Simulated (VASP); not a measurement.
Here is the system:

```
CELL_PARAMETERS angstrom
      0.00000     2.46271     2.46271
      2.46271     0.00000     2.46271
      2.46271     2.46271     0.00000
ATOMIC_POSITIONS crystal
  Gd 0.00000 0.00000 0.00000
  N  0.50000 0.50000 0.50000
```

Level of theory: PBEsol GGA, VASP's PBE PAW potentials (set 64) (plane waves; VASP). Run with 600 eV cut-off, 12×12×12 Γ-centred mesh, first-order Methfessel-Paxton smearing of 0.10 eV, potentials Gd_3 N.

The 4f electrons are frozen in the core of the lanthanide potential, so 4f levels, which can set the real gap, and their magnetism are missing. Energy and stress use the plane-wave basis of the starting cell.

Problem. The ions, cell shape and volume at an external pressure of 20.0 GPa are relaxed. What does this cell relax into?

Solution. 
```
CELL_PARAMETERS angstrom
      0.00000     2.38373     2.38373
      2.38373     0.00000     2.38373
      2.38373     2.38373     0.00000
ATOMIC_POSITIONS crystal
  Gd 0.00000 0.00000 0.00000
  N  0.50000 0.50000 0.50000
```
Space group Fm-3m (225), at a tolerance of 0.03 Å.

Problem. How do energy and volume change from the first to the last step?

Solution. The energy (σ→0) changes by +78.9 meV/atom and the volume by -9.3 %, in 7 ionic steps.

The compound is GdN in the rock salt structure. This run relaxes it under an external pressure of 20 GPa. Symmetry was kept, so distortions that lower it aren't found.
